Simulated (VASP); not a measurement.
Crystal: NaCl.

```
Na Cl
1.0
     0.00000    2.80000    2.80000
     2.80000    0.00000    2.80000
     2.80000    2.80000    0.00000
Na Cl
1 1
Cartesian
  0.0000 0.0000 0.0000
  2.8000 2.8000 2.8000
```

The cell was built by a generator and needn't be a form met in nature.

| Property | Result |
| --- | --- |
| Program | VASP 6.6.1 |
| Task | relaxation of cell and atoms |
| Functional | PBE |
| Potentials or basis | VASP PAW PBE potentials, release 64 (Na_pv, Cl) |
| Cutoff | 700 eV |
| k mesh | 8 × 8 × 8 |
| Occupations | gaussian, width 0.02 eV |
| Spin | no spin polarisation |

At the start: pressure 1.4 GPa; volume 21.95 Å³/atom.

Q: How do energy, volume and symmetry change on relaxing?

A: Over 4 steps the energy falls by 4.6 meV/atom and the volume is 23.10 Å³/atom (+5.2 %); space group Fm-3m (No. 225, to 0.05 Å).

The path:
```
step  energy change (eV)  largest force (eV/Å)  pressure (GPa)  volume (Å³)
   1              0.0000                0.0000            1.36        43.90
   2             -0.0073                0.0000            0.60        45.10
   3             -0.0093                0.0000           -0.04        46.28
   4             -0.0093                0.0000            0.01        46.20
```

Final structure:
```yaml
crystal:
  lattice:
    - [0.00000, 2.84798, 2.84798]
    - [2.84798, 0.00000, 2.84798]
    - [2.84798, 2.84798, 0.00000]
  atoms:
    - { symbol: Na, position: [0.00000, 0.00000, 0.00000] }
    - { symbol: Cl, position: [0.50000, 0.50000, 0.50000] }
```
